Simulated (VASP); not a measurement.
The input files of a VASP run:

POSCAR:
```
Ru
1
    1.3547151296    -2.3464355899     0.0000000000
    1.3547151296     2.3464355899    -0.0000000000
   -0.0000000000    -0.0000000000     4.2715259409
Ru
2
Direct
  0.3333330000   0.6666670000   0.2500000000
  0.6666670000   0.3333330000   0.7500000000
```

KPOINTS:
```
Automatic
0
G
17 17 10
0 0 0
```

**INCAR**
```
PREC  =  Accurate
GGA  =  MK
ZAB_VDW  =  -1.8867
LORBIT  =  11   ! lm-projected
AGGAC  =  0.0
LREAL  =  .FALSE.   ! projection in real space or not
ISMEAR  =  -5   ! tetrahedra, Bloechl
LASPH  =  .TRUE.   ! aspherical one-centre terms
LMAXMIX  =  4   ! l cut-off of mixed one-centre charges
LUSE_VDW  =  .TRUE.
ALGO  =  Normal   ! blocked Davidson
EDIFF  =  1E-7   ! SCF stop (eV)
ISIF  =  2   ! forces and stress, cell fixed
LWAVE  =  .FALSE.
ENCUT  =  520   ! plane-wave cut-off (eV)
PARAM2  =  0.7114
NELM  =  100
SYSTEM  =  Ru
LCHARG  =  .TRUE.
PARAM1  =  0.1234568
NEDOS  =  601   ! DOS grid
```

POTCAR, in this order: Ru_pv (PBE.64 set). Program: vasp_std.

**Question.** Translate this rev-vdW-DF2 calculation to Quantum ESPRESSO's pw.x.

**Answer.** One equivalent input (not run):
```
&CONTROL
  calculation = 'scf'
  pseudo_dir = './pseudo'
  outdir = './out'
  tprnfor = .true.
  tstress = .true.
/
&SYSTEM
  ibrav = 0
  nat = 2
  ntyp = 1
  ecutwfc = 84
  occupations = 'tetrahedra'
  input_dft = 'vdw-df2-b86r'
/
&ELECTRONS
  conv_thr = 7.3e-09
  electron_maxstep = 100
/
ATOMIC_SPECIES
  Ru 101.070 Ru.upf
CELL_PARAMETERS angstrom
     1.3547151   -2.3464356    0.0000000
     1.3547151    2.3464356   -0.0000000
    -0.0000000   -0.0000000    4.2715259
ATOMIC_POSITIONS crystal
  Ru   0.3333330  0.6666670  0.2500000
  Ru   0.6666670  0.3333330  0.7500000
K_POINTS automatic
  17 17 10 0 0 0
```
Limits of the translation: the potentials are each code's own (VASP's PAW set, PseudoDojo norm-conserving files in pw.x), so ENCUT and ecutwfc are chosen apart and not converted; conv_thr bounds pw.x's estimated SCF error, while EDIFF bounds the energy change between steps.

The compound is Ru in the hcp structure. It was relaxed first.
